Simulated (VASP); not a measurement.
Input:

```
CELL_PARAMETERS angstrom
      0.00000     2.21344     2.21344
      2.21344     0.00000     2.21344
      2.21344     2.21344     0.00000
ATOMIC_POSITIONS crystal
  Ga 0.00000 0.00000 0.00000
  N  0.25000 0.25000 0.25000
```

Calculation: MS2 meta-GGA, VASP's PBE PAW potentials (set 64) (plane waves; VASP). Settings: 520 eV cut-off, 10×10×10 Γ-centred mesh, Gaussian smearing of 0.050 eV, potentials Ga_d N.

Problem. Give the stress tensor in GPa (positive for a compressed cell).

Solution. 
```
6.30  0.00  0.00
0.00  6.30  0.00
0.00  0.00  6.30
```
The pressure is its mean diagonal, 6.30 GPa.

The compound is GaN in the zinc blende structure, a metastable form; wurtzite is the usual one. This cell is one point of a volume scan, at 0.97 of the reference volume.
